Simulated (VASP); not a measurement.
VASP runs on ZrC (rock salt) share one base input (PBE GGA, plane waves, VASP's PBE PAW potentials (set 64)) and change the settings named in each case.

**KPOINTS**
```
Regular mesh
0
Gamma
12 12 12
```

**INCAR**
```
ALGO  =  Normal
EDIFF  =  1E-6
ENCUT  =  520
GGA  =  PE
ISIF  =  2
ISMEAR  =  1
LASPH  =  T
LCHARG  =  F
LMAXMIX  =  4
LREAL  =  F
LWAVE  =  F
NELM  =  100
PREC  =  Accurate
SIGMA  =  0.1
SYSTEM  =  ZrC
```

POSCAR:
```
ZrC
1
    0.0000000000     2.3500000000     2.3500000000
    2.3500000000     0.0000000000     2.3500000000
    2.3500000000     2.3500000000     0.0000000000
Zr C
1 1
Direct
  0.0000000000   0.0000000000   0.0000000000
  0.5000000000   0.5000000000   0.5000000000
```

POTCAR, in this order: Zr_sv C (PBE.64 set). Program: vasp_std.

```tsv
change	E(σ→0) (eV/atom)	pressure (GPa)	−TS (eV)	plane waves
base run	-9.7298	1.58	-0.0003	725
ENCUT = 250	-9.7489	-10.86	-0.0005	259
ENCUT = 350	-9.7309	-1.55	-0.0003	397
ENCUT = 400	-9.7326	0.67	-0.0003	495
ENCUT = 450	-9.7308	1.46	-0.0003	588
ENCUT = 600	-9.7302	1.50	-0.0003	893
ENCUT = 650	-9.7307	1.49	-0.0003	1002
ENCUT = 750	-9.7315	1.51	-0.0003	1243
```

Left out are runs that ran out of time, are held back, or changed the cell or the kind of run, fixed moments of cells without a moment, rows past the twelfth, gaps on odd meshes, pressures of charged cells and columns that move by less than the noise.

The compound is ZrC in the rock salt structure. The cell was not relaxed at this level.
